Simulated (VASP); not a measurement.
MoS2:

```
CELL_PARAMETERS angstrom
3.16100 0.00000 0.00000
-1.58050 2.73751 0.00000
0.00000 0.00000 12.29500
ATOMIC_POSITIONS crystal
Mo 0.33333 0.66667 0.25000
Mo 0.66667 0.33333 0.75000
S 0.66667 0.33333 0.37729
S 0.66667 0.33333 0.12271
S 0.33333 0.66667 0.87729
S 0.33333 0.66667 0.62271
```

The cell was built by a generator and needn't be a form met in nature.

Program: VASP 6.6.1. Alike in all runs: task single point; potentials or basis VASP PAW PBE potentials, release 64 (Mo_sv, S); no spin polarisation; cell as given; k mesh 8 × 8 × 2; cutoff (eV) 520; smearing fermi-dirac 0.05 eV.

Task: Order these runs on this cell by their pressure, lowest first.
A. level rev-vdW-DF2
B. level vdW-DF
C. level optB88-vdW

Result: A (1.0 GPa), C (3.5 GPa), B (8.4 GPa).

Caveats: the PAW data sets were made with another functional, which shifts forces and pressure a little.

Runs at the PBE level aren't shown here.
